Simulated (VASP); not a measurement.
Here is the system:

```yaml
crystal:
  lattice:
    - [0.00000, 3.18378, 3.29157]
    - [3.32323, 0.00000, 3.29157]
    - [3.32323, 3.18378, 0.00000]
  atoms:
    - { symbol: Hg, position: [0.00000, 0.00000, 0.00000] }
    - { symbol: Te, position: [0.24526, 0.25474, 0.25474] }
```

Level of theory: PBE GGA with spin-orbit coupling, VASP's PBE PAW potentials (set 64) (plane waves; VASP). Numerical set-up: 400 eV cut-off, 6×6×6 Γ-centred mesh, Gaussian smearing of 0.050 eV, potentials Hg Te.

Give the force on each atom (eV/Å).

| atom | Fx | Fy | Fz |
|---|---|---|---|
| Hg1 | 0.113 | 0.000 | 0.000 |
| Te2 | -0.113 | 0.000 | 0.000 |

Give the stress tensor in GPa (positive for a compressed cell).

```
 1.78   0.00   0.00
 0.00   2.33  -0.39
 0.00  -0.39   1.94
```
The pressure is its mean diagonal, 2.02 GPa.

The compound is HgTe in the zinc blende structure. The cell was not relaxed at this level, atoms are displaced from their ideal sites. The run is one of a series of settings (GGA_COMPAT = .FALSE., LSORBIT = .TRUE., MAGMOM = 0 0 0 0 0 0, program vasp_ncl against the base run), some of them coarse on purpose.
